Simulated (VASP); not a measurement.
Method: LDA (Ceperley-Alder, Perdew-Zunger), VASP's LDA PAW potentials (set 64) (plane waves; VASP).

A VASP calculation is set up with these files.

POSCAR:
```
Nb
1
   -1.6211913731     1.6211913731     1.6211913731
    1.6211913731    -1.6211913731     1.6211913731
    1.6211913731     1.6211913731    -1.6211913731
Nb
1
Direct
  0.0000000000   0.0000000000   0.0000000000
```

KPOINTS:
```
Regular mesh
0
G
16 16 16
0 0 0
```

INCAR:
```
SIGMA=0.1   # width (eV)
NELM=100   # most electronic steps
LWAVE=.FALSE.
ISMEAR=1   # Methfessel-Paxton
LREAL=.FALSE.
ISIF=3   # ions, shape and volume
ENCUT=500
IBRION=2   # conjugate gradients
EDIFF=1E-6   # SCF stop (eV)
EDIFFG=-0.02
PREC=Accurate
LMAXMIX=4   # l cut-off of mixed one-centre charges
ALGO=Normal
SYSTEM=Nb
NSW=40
LCHARG=.FALSE.
LASPH=.TRUE.
```

POTCAR, in this order: Nb_sv (LDA.64 set). Program: vasp_std.

Task: Estimate the energy per atom (σ→0), volume per atom, band gap (on the k-mesh).

Result: 
```json
{
  "energy per atom (σ→0)": "-11.259 eV/atom",
  "band gap (on the k-mesh)": "none (metal, semimetal or under 0.01 eV)",
  "volume_per_atom": "17.10 Å^3/atom"
}
```

### OSZICAR
```
...
DAV:   1    -0.112640376788E+02   -0.55574E-02   -0.16269E-01  3614   0.697E+00    0.603E-01
DAV:   2    -0.112591568517E+02    0.48808E-02   -0.11858E-02  4464   0.167E+00    0.158E-01
DAV:   3    -0.112586453368E+02    0.51151E-03   -0.38216E-03  4512   0.751E-01    0.102E-01
DAV:   4    -0.112587618221E+02   -0.11649E-03   -0.13556E-04  3946   0.124E-01    0.553E-02
DAV:   5    -0.112588610575E+02   -0.99235E-04   -0.31803E-04  5144   0.138E-01    0.198E-02
DAV:   6    -0.112588589509E+02    0.21066E-05   -0.55275E-06  3196   0.294E-02    0.587E-03
DAV:   7    -0.112588588005E+02    0.15036E-06   -0.10419E-06  1916   0.131E-02
   3 F= -.11258859E+02 E0= -.11258956E+02  d E =-.103757E-03
```

The compound is Nb in the bcc structure. This run relaxes it. Symmetry was kept, so distortions that lower it aren't found.
